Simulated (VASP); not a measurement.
Write the native input for VASP 6.6.1 that does the following.

```yaml
Task: relaxation of cell and atoms
Functional: PBE
Potentials_or_basis: VASP PAW PBE potentials, release 64 (W_sv)
Cutoff: 520 eV
k_mesh: 18 × 18 × 18
Occupations: gaussian, width 0.1 eV
Spin: collinear spin, ferromagnetic start
Starting_moments: "[1] μB"
Further_INCAR_settings: ALGO = Fast; EDIFF = 1e-07; IBRION = 2; EDIFFG = -0.002; NSW = 80; ISIF = 3
```

The structure of W lies in POSCAR:

```
W
1.0
   -1.5823450000      1.5823450000      1.5823450000
    1.5823450000     -1.5823450000      1.5823450000
    1.5823450000      1.5823450000     -1.5823450000
W
1
Direct
    0.0000000000      0.0000000000      0.0000000000
```

One way to write it, as run:

INCAR

```
PREC = Accurate
ENCUT = 520
EDIFF = 1E-7
ISMEAR = 0
SIGMA = 0.1
LREAL = F
LASPH = T
NELM = 150
ALGO = Fast
ISIF = 3
LWAVE = F
LCHARG = F
ISPIN = 2
MAGMOM = 1
LORBIT = 11
LMAXMIX = 4
GGA = PE
IBRION = 2
NSW = 80
EDIFFG = -0.002
```

KPOINTS

```
Automatic mesh
0
Gamma
  18 18 18
```

Potentials or basis: VASP PAW PBE potentials, release 64 (W_sv).

Command:

```bash
$ cat potpaw_PBE.64/W_sv/POTCAR > POTCAR
$ mpirun -np 1 vasp_std > vasp.out
```

It gave:

```
Relaxed volume                                        : 16.16 Å³/atom
Relaxed cell                                          : a = 2.759 Å, b = 2.759 Å, c = 2.759 Å, α = 109.47°, β = 109.47°, γ = 109.47°
Space group after relaxing (to 0.05 Å)                : Im-3m (No. 229)
Energy gained by relaxing                             : 5.9 meV/atom
Ionic steps                                           : 16
Pressure after relaxing                               : 0.0 GPa
Band gap on the k mesh                                : none (metal or under the smearing width)
Net moment                                            : 0.00 μB per cell
Valence electrons inside the program's atomic spheres : W 12.05
```

Wall time 2.4 min on 1 thread of Intel(R) Xeon(R) 6975P-C (Granite Rapids) (shared host), peak memory 0.19 GiB.
